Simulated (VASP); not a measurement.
An input for Ansatz (written as the equivalent of a VASP run, and not itself run):

Ansatz 0.2 input:
```yaml
crystal:
  lattice:
    - [4.1595195, 0.0000000, 0.0000000]
    - [0.0000000, 4.1595195, 0.0000000]
    - [0.0000000, 0.0000000, 5.7917437]
  atoms:
    - { symbol: Zn, position: [1.0000000, 0.0000000, 0.0000000] }
    - { symbol: Sn, position: [0.5000000, 0.5000000, 0.5000000] }
    - { symbol: As, position: [1.0000000, 0.5000000, 0.2226572] }
    - { symbol: As, position: [0.5000000, 0.0000000, 0.7773428] }
kpoints:
  mp_grid: { grid: [7, 7, 5] }
hamiltonian:
  xc: pbesol
  pseudopotentials: { kind: paw }
scf:
  occupations: { method: methfessel_paxton, width: 0.1 }
  max_iter: 100
relax:
  max_steps: 60
  f_tol: 0.02
  cell: {}
output: { forces: true, stress: true, eigenvalues: true }
```

### Question
Translate this input to VASP (INCAR, KPOINTS, POSCAR, choice of POTCAR).

### Answer
This is not unique; one that fits is 
File POSCAR:
```
ZnSnAs2
1
    4.1595194808     0.0000000000     0.0000000000
    0.0000000000     4.1595194808     0.0000000000
   -0.0000000000     0.0000000000     5.7917436683
Zn Sn As
1 1 2
Direct
  1.0000000000   0.0000000000   0.0000000000
  0.5000000000   0.5000000000   0.5000000000
  1.0000000000   0.5000000000   0.2226571699
  0.5000000000   0.0000000000   0.7773428301
```

File KPOINTS:
```
Automatic mesh
0
Gamma
7 7 5
0 0 0
```

**INCAR**
```
SYSTEM=ZnSnAs2
PREC=Accurate; ENCUT=400; LREAL=.False.
LASPH=.True.
EDIFF=1E-6; NELM=100; ALGO=Normal
LMAXMIX=4
ISMEAR=1; SIGMA=0.1
GGA=PS
IBRION=2; NSW=60; ISIF=3
EDIFFG=-0.02
LWAVE=.False.; LCHARG=.False.
```

POTCAR, in this order: Zn Sn_d As (PBE.64 set). Program: vasp_std.

What does not carry over: each code has its own PAW files, so the cut-off isn't converted (ENCUT is set for VASP's; basis.ecutwfc is left out, and Ansatz then takes the one that its files recommend); Ansatz stops its SCF on the density residual and VASP on the energy change (EDIFF).

The structure comes from a computed database's ZnSnAs2 entry (P-4m2); how it stands against other phases isn't given here. This run relaxes it. Symmetry was kept, so distortions that lower it aren't found. The start is the result of an earlier pass.
